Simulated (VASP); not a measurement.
# TiNi with PBEsol: from relaxation to properties, part 3 of 7

What structure does TiNi take at this level, and what are its properties? The start is a computed cell from the Materials Project.

VASP 6.6.1, plane waves and PAW; the level of theory is named at each step.

Still holding for the runs below: The k-mesh is coarse for a metal.

So far. Step 6 (Magnetic start: antiferromagnetic, q = (1/2, 1/2, 0)): The energy lies -1.5 meV an atom from the first pattern, and both runs end without moments, so a difference comes from cell, mesh or thresholds alone. The moments fall under 0.1 μB, and the mesh shows no gap. Step 7 (The orders side by side): All patterns lost their moments. Runs that ended non-magnetic differ by up to 1.6 meV an atom among themselves, which can come from the unlike meshes of the cells or from a run that isn't fully settled.

### 8. Full relaxation (PBEsol)

This step: PBEsol, zero-moment start; plane waves and PAW (Ti_sv, Ni) (VASP 6.6.1).

System of this step: TiNi. The structure is cubic, space group Pm-3m (No. 221). Conventional cell: a = 2.988 Å, b = 2.988 Å, c = 2.988 Å, α = 90.00°, β = 90.00°, γ = 90.00°. Nearest to Ti lie 8 Ni at 2.59 Å. Ni has 8 Ti at 2.59 Å nearest. Farther neighbours are not listed.

The start need not lie at this functional's minimum. ISIF = 3 frees volume, shape and positions, and EDIFFG sets the threshold on forces and stress at which the search stops.

File INCAR:

```
SYSTEM = TiNi
PREC = Accurate
ENCUT = 400
EDIFF = 1E-06
NELM = 100
ISMEAR = 1
SIGMA = 0.2
LREAL = .FALSE.
ALGO = Normal
GGA = PS
NBANDS = 18
ISPIN = 2
MAGMOM = -0 -0
LASPH = .TRUE.
LMAXMIX = 4
LORBIT = 11
LWAVE = .FALSE.
LCHARG = .FALSE.
KPAR = 4
IBRION = 2
NSW = 60
ISIF = 3
EDIFFG = -0.01
```

File POSCAR:

```
TiNi
1.0
    2.9880661300      0.0000000000      0.0000000000
    0.0000000000      2.9880661300      0.0000000000
    0.0000000000      0.0000000000      2.9880661300
Ti Ni
1 1
Direct
    0.5000000000      0.5000000000      0.5000000000
    0.0000000000      0.0000000000      0.0000000000
```

File KPOINTS:

```
Automatic mesh
0
Gamma
7 7 7
0 0 0
```

PAW data sets: Ti_sv and Ni (PBE family, release 64).

Command:

```console
$ mpirun -np 4 vasp_std
```

Log:

```text
[... set-up lines as in an earlier step ...]
 entering main loop
       N       E                     dE             d eps       ncg     rms          rms(c)
DAV:   1     0.148639093408E+03    0.14864E+03   -0.94257E+03  1472   0.134E+03
DAV:   2    -0.479976462551E+01   -0.15344E+03   -0.14891E+03  1480   0.325E+02
DAV:   3    -0.174180995210E+02   -0.12618E+02   -0.12453E+02  2226   0.893E+01
DAV:   4    -0.178718437497E+02   -0.45374E+00   -0.45047E+00  1750   0.144E+01
DAV:   5    -0.178843482739E+02   -0.12505E-01   -0.12503E-01  1738   0.234E+00    0.140E+01
DAV:   6    -0.161380195248E+02    0.17463E+01   -0.14556E+01  1514   0.592E+01    0.899E+00
DAV:   7    -0.165629366607E+02   -0.42492E+00   -0.13222E+01  1798   0.466E+01    0.164E+01
DAV:   8    -0.152269454686E+02    0.13360E+01   -0.10173E+01  1836   0.314E+01    0.173E+00
DAV:   9    -0.152136828818E+02    0.13263E-01   -0.25911E-01  2038   0.631E+00    0.133E+00
DAV:  10    -0.152087698027E+02    0.49131E-02   -0.30401E-02  1828   0.224E+00    0.459E-01
DAV:  11    -0.152076272720E+02    0.11425E-02   -0.30298E-03  1946   0.611E-01    0.192E-01
DAV:  12    -0.152073676439E+02    0.25963E-03   -0.80539E-04  2130   0.309E-01    0.386E-02
DAV:  13    -0.152073614822E+02    0.61616E-05   -0.32651E-05  1578   0.479E-02    0.187E-02
DAV:  14    -0.152073589512E+02    0.25310E-05   -0.42658E-06  1484   0.174E-02    0.105E-02
DAV:  15    -0.152073581623E+02    0.78898E-06   -0.22862E-06   780   0.208E-02
   1 F= -.15207358E+02 E0= -.15209199E+02  d E =-.152074E+02  mag=     0.0000
 curvature:   0.00 expect dE= 0.000E+00 dE for cont linesearch  0.000E+00
 trial: gam= 0.00000 g(F)=  0.000E+00 g(S)=  0.345E-01 ort = 0.000E+00 (trialstep = 0.100E+01)
 search vector abs. value=  0.345E-01
 bond charge predicted
       N       E                     dE             d eps       ncg     rms          rms(c)
DAV:   1    -0.161947684886E+02   -0.98741E+00   -0.14765E+01  1620   0.533E+01    0.950E+00
DAV:   2    -0.175023609020E+02   -0.13076E+01   -0.17484E+01  1524   0.634E+01    0.136E+01
DAV:   4    -0.151914657011E+02    0.85442E-02   -0.17139E-01  1736   0.330E+00    0.768E-01
DAV:   5    -0.151985585076E+02   -0.70928E-02   -0.31689E-02  1868   0.937E-01    0.581E-01
DAV:   6    -0.152038821009E+02   -0.53236E-02   -0.85035E-03  2208   0.927E-01    0.207E-01
DAV:   7    -0.152056822782E+02   -0.18002E-02   -0.43028E-03  1888   0.562E-01    0.495E-02
DAV:   8    -0.152057203626E+02   -0.38084E-04   -0.74477E-04  1576   0.206E-01    0.370E-02
DAV:   9    -0.152057327600E+02   -0.12397E-04   -0.77261E-05  1504   0.927E-02    0.315E-02
DAV:  10    -0.152057284098E+02    0.43502E-05   -0.11651E-05  1672   0.513E-02    0.135E-02
DAV:  11    -0.152057279829E+02    0.42689E-06   -0.19903E-06  1280   0.147E-02
   2 F= -.15205728E+02 E0= -.15207252E+02  d E =0.163018E-02  mag=    -0.0000
 trial-energy change:    0.001630  1 .order    0.002555   -0.034478    0.039588
 step:   0.4842(harm=  0.4655)  dis= 0.00000  next Energy=   -15.215810 (dE=-0.845E-02)
 bond charge predicted
       N       E                     dE             d eps       ncg     rms          rms(c)
DAV:   1    -0.154798950269E+02   -0.27417E+00   -0.39927E+00  1600   0.290E+01    0.479E+00
DAV:   2    -0.158506745980E+02   -0.37078E+00   -0.46815E+00  1532   0.297E+01    0.952E+00
DAV:   3    -0.152406800755E+02    0.60999E+00   -0.43439E+00  1844   0.244E+01    0.172E+00
DAV:   4    -0.152176767772E+02    0.23003E-01   -0.65593E-02  1940   0.281E+00    0.842E-01
DAV:   5    -0.152145939758E+02    0.30828E-02   -0.14338E-02  2182   0.980E-01    0.394E-01
DAV:   6    -0.152158377351E+02   -0.12438E-02   -0.22277E-03  1912   0.319E-01    0.244E-01
DAV:   7    -0.152158051641E+02    0.32571E-04   -0.18580E-03  2116   0.452E-01    0.290E-02
DAV:   8    -0.152158145428E+02   -0.93787E-05   -0.74770E-05  1664   0.659E-02    0.900E-03
DAV:   9    -0.152158147789E+02   -0.23612E-06   -0.29655E-06  1620   0.170E-02
   3 F= -.15215815E+02 E0= -.15217528E+02  d E =-.845662E-02  mag=    -0.0000
 curvature:  -0.23 expect dE=-0.225E-06 dE for cont linesearch -0.225E-06
 trial: gam=-0.00528 g(F)=  0.113E-64 g(S)=  0.970E-06 ort = 0.183E-03 (trialstep = 0.897E+00)
 search vector abs. value=  0.127E-09
 reached required accuracy - stopping structural energy minimisation
```

Elapsed: 6.6 s, on 4 MPI ranks of AMD EPYC 9R45, shared host; peak memory 0.44 GiB; 25 s of CPU time.

Parts of OUTCAR (step 8):

```text
   k-points           NKPTS =     20   k-points in BZ     NKDIM =     20   number of bands    NBANDS=     18

   NELECT =      22.0000    total number of electrons

 E-fermi :   9.8117

 spin component 1
 k-point     1 :       0.0000    0.0000    0.0000
  band No.  band energies     occupation
    ...
      6       5.7504      1.00000
      7       5.7504      1.00000
      8       7.7247      1.00000
      9       7.7247      1.00000
     10       7.7247      1.00000
     11      10.2425     -0.00471
     12      10.2425     -0.00471
     13      12.4812     -0.00000
     14      12.4812     -0.00000
     15      12.4812     -0.00000
    ...

 k-point     2 :       0.1429    0.0000    0.0000
  band No.  band energies     occupation
    ...
      6       5.9142      1.00000
      7       5.9144      1.00000
      8       7.6980      1.00000
      9       7.6980      1.00000
     10       7.7798      1.00000
     11      10.0697     -0.03486
     12      10.2981     -0.00156
     13      11.9813     -0.00000
     14      11.9813     -0.00000
     15      12.4138     -0.00000
    ...

  Total       -0.0036608     -0.0036608     -0.0036608      0.0000000      0.0000000     -0.0000000
  in kB       -0.2252493     -0.2252493     -0.2252493      0.0000000      0.0000000     -0.0000000
  external PRESSURE =      -0.2252493 kB  Pullay stress =       0.0000000 kB

 POSITION                                       TOTAL-FORCE (eV/Angst)
 -----------------------------------------------------------------------------------
      1.48199      1.48199      1.48199         0.000000      0.000000      0.000000
      0.00000      0.00000      0.00000        -0.000000      0.000000      0.000000
 -----------------------------------------------------------------------------------
    total drift:                               -0.000000      0.000000      0.000000

  FREE ENERGIE OF THE ION-ELECTRON SYSTEM (eV)
  ---------------------------------------------------
  free  energy   TOTEN  =       -15.2158147789 eV

  energy  without entropy=      -15.2209558394  energy(sigma->0) =      -15.21752847

 reached required accuracy - stopping structural energy minimisation

 magnetization (x)
# of ion       s       p       d       tot
------------------------------------------
    1       -0.000   0.000  -0.000  -0.000
    2       -0.000  -0.000  -0.000  -0.000
--------------------------------------------------
tot         -0.000  -0.000  -0.000  -0.000

[... 5 parts as in an earlier step ...]

[... 11 further parts left out ...]
```

This run allows spin, but its moments start at zero, where symmetry between the spins tends to hold them, which is where the search above led. The run keeps the 48 symmetry operations of its start, so it cannot find a distortion of lower symmetry.

Relaxation path:

```
step  energy less that of the first step (eV)  largest force (eV/Å)  pressure (GPa)  volume (Å³)
   1                                   0.0000                0.0000           -4.15        26.68
   2                                   0.0016                0.0000            5.01        25.37
   3                                  -0.0085                0.0000           -0.02        26.04
```

| conventional cell, symmetrised | before | after | change |
| --- | --- | --- | --- |
| a (Å) | 2.988 | 2.964 | -0.8 % |
| b (Å) | 2.988 | 2.964 | -0.8 % |
| c (Å) | 2.988 | 2.964 | -0.8 % |
| volume (Å³/atom) | 13.34 | 13.02 | -2.4 % |

The relaxed structure:

```xyz
2
Lattice="2.9640 0.0000 0.0000 0.0000 2.9640 0.0000 0.0000 0.0000 2.9640" Properties=species:S:1:pos:R:3 pbc="T T T"
Ti    1.4820    1.4820    1.4820
Ni    0.0000    0.0000    0.0000
```

This step gave:

* electrons: 22
* bands: 18
* irreducible k-points: 20
* symmetry operations: 48
* free energy (TOTEN): -15.22 eV
* energy at zero smearing: -15.22 eV
* Fermi energy: 9.812 eV
* pressure: -0.02252 GPa
* SCF cycles over all ionic steps: 35

It ends with forces that vanish by symmetry and a pressure of -0.02 GPa.

### 9. Second relaxation

The basis stayed that of the start cell while the cell moved. A rerun from the cell reached resets it; the error of the finite cutoff stays.

INCAR is that of step 8.

File POSCAR:

```
TiNi
1.0
    2.9639761011      0.0000000000      0.0000000000
    0.0000000000      2.9639761011      0.0000000000
    0.0000000000      0.0000000000      2.9639761011
Ti Ni
1 1
Direct
    0.5000000000      0.5000000000      0.5000000000
    0.0000000000      0.0000000000      0.0000000000
```

KPOINTS is that of step 8.

Command:

```console
$ mpirun -np 4 vasp_std
```

Log:

```text
[... set-up lines as in an earlier step ...]
 entering main loop
       N       E                     dE             d eps       ncg     rms          rms(c)
DAV:   1     0.148109494778E+03    0.14811E+03   -0.93846E+03  1504   0.134E+03
DAV:   2    -0.490477718057E+01   -0.15301E+03   -0.14881E+03  1464   0.323E+02
DAV:   3    -0.173471814465E+02   -0.12442E+02   -0.12266E+02  2238   0.883E+01
DAV:   4    -0.178255915020E+02   -0.47841E+00   -0.47504E+00  1714   0.147E+01
DAV:   5    -0.178406045876E+02   -0.15013E-01   -0.15007E-01  1724   0.248E+00    0.144E+01
DAV:   6    -0.161907461311E+02    0.16499E+01   -0.14604E+01  1516   0.599E+01    0.915E+00
DAV:   7    -0.164221466166E+02   -0.23140E+00   -0.12757E+01  1800   0.469E+01    0.151E+01
DAV:   8    -0.152278918834E+02    0.11943E+01   -0.86925E+00  1828   0.301E+01    0.169E+00
DAV:   9    -0.152201075414E+02    0.77843E-02   -0.24780E-01  2082   0.626E+00    0.139E+00
DAV:  10    -0.152135621152E+02    0.65454E-02   -0.34081E-02  1860   0.246E+00    0.422E-01
DAV:  11    -0.152126132018E+02    0.94891E-03   -0.29462E-03  1950   0.599E-01    0.165E-01
DAV:  12    -0.152124208392E+02    0.19236E-03   -0.72290E-04  2116   0.290E-01    0.210E-02
DAV:  13    -0.152124197204E+02    0.11187E-05   -0.26409E-05  1524   0.507E-02    0.149E-02
DAV:  14    -0.152124188168E+02    0.90362E-06   -0.88193E-07   962   0.877E-03
   1 F= -.15212419E+02 E0= -.15214133E+02  d E =-.152124E+02  mag=     0.0000
 curvature:   0.00 expect dE= 0.000E+00 dE for cont linesearch  0.000E+00
 trial: gam= 0.00000 g(F)=  0.000E+00 g(S)=  0.407E-03 ort = 0.000E+00 (trialstep = 0.100E+01)
 search vector abs. value=  0.407E-03
 bond charge predicted
       N       E                     dE             d eps       ncg     rms          rms(c)
DAV:   1    -0.152235552148E+02   -0.11135E-01   -0.17250E-01  1616   0.590E+00    0.101E+00
DAV:   2    -0.152399276723E+02   -0.16372E-01   -0.19664E-01  1526   0.652E+00    0.169E+00
DAV:   3    -0.152126486670E+02    0.27279E-01   -0.11678E-01  1800   0.501E+00    0.307E-01
DAV:   4    -0.152119097038E+02    0.73896E-03   -0.25928E-03  2082   0.576E-01    0.962E-02
DAV:   5    -0.152119566723E+02   -0.46968E-04   -0.36037E-04  1918   0.103E-01    0.650E-02
DAV:   6    -0.152120301466E+02   -0.73474E-04   -0.18626E-04  2348   0.959E-02    0.148E-02
DAV:   7    -0.152120349708E+02   -0.48242E-05   -0.15072E-05  1570   0.270E-02    0.279E-03
DAV:   8    -0.152120350414E+02   -0.70639E-07   -0.64386E-07  1206   0.534E-03
   2 F= -.15212035E+02 E0= -.15213716E+02  d E =0.383775E-03  mag=    -0.0000
[...]
3 F= -.15212412E+02 E0= -.15214121E+02  d E =0.714402E-05  mag=     0.0000
[...]
4 F= -.15212416E+02 E0= -.15214127E+02  d E =0.275723E-05  mag=     0.0000
[...]
5 F= -.15212419E+02 E0= -.15214132E+02  d E =-.215352E-06  mag=     0.0000
 curvature:  -0.21 expect dE=-0.109E-04 dE for cont linesearch -0.109E-04
 ZBRENT: bisectioning
 opt :   0.0357  next Energy=   -15.212424 (dE=-0.536E-05)
 bond charge predicted
       N       E                     dE             d eps       ncg     rms          rms(c)
DAV:   1    -0.152124337492E+02   -0.14793E-04   -0.21259E-04  1528   0.212E-01    0.358E-02
DAV:   2    -0.152124591256E+02   -0.25376E-04   -0.27405E-04  1530   0.239E-01    0.653E-02
DAV:   3    -0.152124199899E+02    0.39136E-04   -0.17154E-04  1840   0.187E-01    0.108E-02
DAV:   4    -0.152124191393E+02    0.85060E-06   -0.30233E-06  1328   0.192E-02
   6 F= -.15212419E+02 E0= -.15214134E+02  d E =-.322446E-06  mag=    -0.0000
 curvature:  -0.10 expect dE=-0.178E-05 dE for cont linesearch -0.178E-05
 trial: gam= 0.00000 g(F)=  0.635E-67 g(S)=  0.181E-04 ort =-0.859E-04 (trialstep = 0.807E+00)
 search vector abs. value=  0.181E-04
 reached required accuracy - stopping structural energy minimisation
```

Wall time 8.8 s (4 MPI ranks); peak memory 0.42 GiB.

OUTCAR, selected parts (step 9):

```text
   ENCUT  =  400.0 eV  29.40 Ry    5.42 a.u.   4.83  4.83  4.83*2*pi/ulx,y,z

   NELECT =      22.0000    total number of electrons

 E-fermi :   9.8148

 spin component 1
 k-point     1 :       0.0000    0.0000    0.0000
  band No.  band energies     occupation
    ...
      6       5.7521      1.00000
      7       5.7521      1.00000
      8       7.7270      1.00000
      9       7.7270      1.00000
     10       7.7270      1.00000
     11      10.2457     -0.00471
     12      10.2457     -0.00471
     13      12.4851     -0.00000
     14      12.4851     -0.00000
     15      12.4851     -0.00000
    ...

 k-point     2 :       0.1429    0.0000    0.0000
  band No.  band energies     occupation
    ...
      6       5.9159      1.00000
      7       5.9162      1.00000
      8       7.7004      1.00000
      9       7.7004      1.00000
     10       7.7823      1.00000
     11      10.0730     -0.03484
     12      10.3014     -0.00155
     13      11.9851     -0.00000
     14      11.9851     -0.00000
     15      12.4179     -0.00000
    ...

  Total        0.0158221      0.0158221      0.0158221      0.0000000      0.0000000      0.0000000
  in kB        0.9737244      0.9737244      0.9737244      0.0000000      0.0000000      0.0000000
  external PRESSURE =       0.9737244 kB  Pullay stress =       0.0000000 kB

 POSITION                                       TOTAL-FORCE (eV/Angst)
 -----------------------------------------------------------------------------------
      1.48189      1.48189      1.48189         0.000000      0.000000      0.000000
      0.00000      0.00000      0.00000        -0.000000     -0.000000      0.000000
 -----------------------------------------------------------------------------------
    total drift:                               -0.000000      0.000000      0.000000

  FREE ENERGIE OF THE ION-ELECTRON SYSTEM (eV)
  ---------------------------------------------------
  free  energy   TOTEN  =       -15.2124191393 eV

  energy  without entropy=      -15.2175627233  energy(sigma->0) =      -15.21413367

 magnetization (x)
# of ion       s       p       d       tot
------------------------------------------
    1       -0.000   0.000  -0.000  -0.000
    2        0.000  -0.000  -0.000  -0.000
--------------------------------------------------
tot         -0.000   0.000  -0.000  -0.000

[... 5 parts as in an earlier step ...]

[... 12 further parts left out ...]
```

CONTCAR:

```
TiNi
   1.00000000000000
     2.9637845602919031   -0.0000000000000000   -0.0000000000000000
     0.0000000000000000    2.9637845602919031    0.0000000000000000
    -0.0000000000000000    0.0000000000000000    2.9637845602919031
  Ti              Ni
     1     1
Direct
     0.5000000000000000    0.5000000000000000    0.5000000000000000
     0.0000000000000000    0.0000000000000000    0.0000000000000000
```

Little changed from the start: no atom moved by 0.005 Å and no cell edge by 0.1 %.

Numbers from this step:

```
free energy (TOTEN)             : -15.21 eV
energy at zero smearing         : -15.21 eV
Fermi energy                    : 9.815 eV
pressure                        : 0.09737 GPa
SCF cycles over all ionic steps : 44
```

It ends with forces that vanish by symmetry and a pressure of 0.10 GPa. The volume moved by only 0.02 %, so the volume is settled.

(Continued in part 4 of 7.)

[Lines on the potential files, build, host, timing and source positions are cut from VASP's logs without a mark.]

[Logs are printed without paths, hosts, clocks, repeated set-up lines and the standing remarks that a program may print on its own settings, such as how far it seeks lower states.]

[Hosts, paths, dates, database ids (printed as entryN), source tags and the programs' standing remarks are cut or masked in the printed files.]

[A measured line is paired with the nearest computed mode of its activity, which favours agreement.]

[In band tables of VASP the shares of atoms and orbitals are scaled to a sum of 1 inside the atoms' spheres.]
